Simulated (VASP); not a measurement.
Given:

```yaml
crystal:
  lattice:
    - [4.73961, 0.00000, 0.00000]
    - [0.00000, 4.73961, 0.00000]
    - [0.00000, 0.00000, 4.73961]
  atoms:
    - { symbol: Si, position: [0.50000, 0.50000, 0.50000] }
    - { symbol: Si, position: [0.00000, 0.00000, 0.00000] }
    - { symbol: Mo, position: [0.25000, 0.00000, 0.50000] }
    - { symbol: Mo, position: [0.50000, 0.25000, 0.00000] }
    - { symbol: Mo, position: [0.50000, 0.75000, 0.00000] }
    - { symbol: Mo, position: [0.75000, 0.00000, 0.50000] }
    - { symbol: Mo, position: [0.00000, 0.50000, 0.75000] }
    - { symbol: Mo, position: [0.00000, 0.50000, 0.25000] }
```

The numbers are results of LDA (Ceperley-Alder, Perdew-Zunger), VASP's LDA PAW potentials (set 64) (plane waves; VASP 6.6.1), not measurements. Numerical set-up: 500 eV cut-off, 7×7×7 Γ-centred mesh, first-order Methfessel-Paxton smearing of 0.10 eV, potentials Si Mo_sv.

Question: Predict the energy per atom (σ→0), pressure, band gap (on the k-mesh) with the smallest direct gap where there is one.

Answer: 
| Property | Result |
|---|---|
| band gap (on the k-mesh) | none (metal, semimetal or under 0.01 eV) |
| energy per atom (σ→0) | -10.909 eV/atom |
| pressure | 19.96 GPa |

Only differences to runs with the same potentials and settings are physical.

The compound is Mo3Si in the A15 structure. It was relaxed first under an external pressure of 20 GPa.
